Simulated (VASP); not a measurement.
OSZICAR of a VASP run on TiAl (L1_0):

**OSZICAR**
```
       N       E                     dE             d eps       ncg     rms          rms(c)
DAV:   1     0.802145161316E+02    0.80215E+02   -0.65914E+03  2200   0.118E+03
DAV:   2    -0.869625018633E+01   -0.88911E+02   -0.86359E+02  2251   0.306E+02
DAV:   3    -0.137596276599E+02   -0.50634E+01   -0.48344E+01  3444   0.722E+01
DAV:   4    -0.139149709263E+02   -0.15534E+00   -0.15079E+00  2705   0.107E+01
DAV:   5    -0.139213447190E+02   -0.63738E-02   -0.63580E-02  3250   0.196E+00    0.101E+01
DAV:   6    -0.125158267510E+02    0.14055E+01   -0.12776E+01  2677   0.387E+01    0.342E+00
DAV:   7    -0.123623993323E+02    0.15343E+00   -0.11144E+00  2552   0.115E+01    0.203E+00
DAV:   8    -0.123505118184E+02    0.11888E-01   -0.15008E-01  2429   0.411E+00    0.501E-01
DAV:   9    -0.123478113448E+02    0.27005E-02   -0.15664E-02  2489   0.152E+00    0.256E-01
DAV:  10    -0.123483207141E+02   -0.50937E-03   -0.15822E-03  3087   0.492E-01    0.596E-02
DAV:  11    -0.123482659763E+02    0.54738E-04   -0.23662E-04  2420   0.189E-01    0.383E-02
DAV:  12    -0.123482704865E+02   -0.45102E-05   -0.21346E-05  2660   0.521E-02    0.783E-03
DAV:  13    -0.123482698691E+02    0.61738E-06   -0.14606E-06  2092   0.131E-02
   1 F= -.12348270E+02 E0= -.12348121E+02  d E =-.446185E-03
```

Which electronic solver shows in the log?

It is blocked Davidson (ALGO = Normal, or the opening steps of other solvers). The INCAR had ALGO = Normal.

Can the final energy be trusted as converged?

The calculation finished and met its thresholds. It stopped with EDIFF = 1E-6, NELM = 100 (PBE GGA, plane waves, VASP's PBE PAW potentials (set 64)).

The compound is TiAl in the L1_0 structure. The cell was not relaxed at this level, atoms are displaced from their ideal sites. The run is one of a series of settings (KPOINTS 9×9×6 Γ-centred mesh against the base run), some of them coarse on purpose. The electron count is odd and the run is not spin-polarised, which forces a metal.
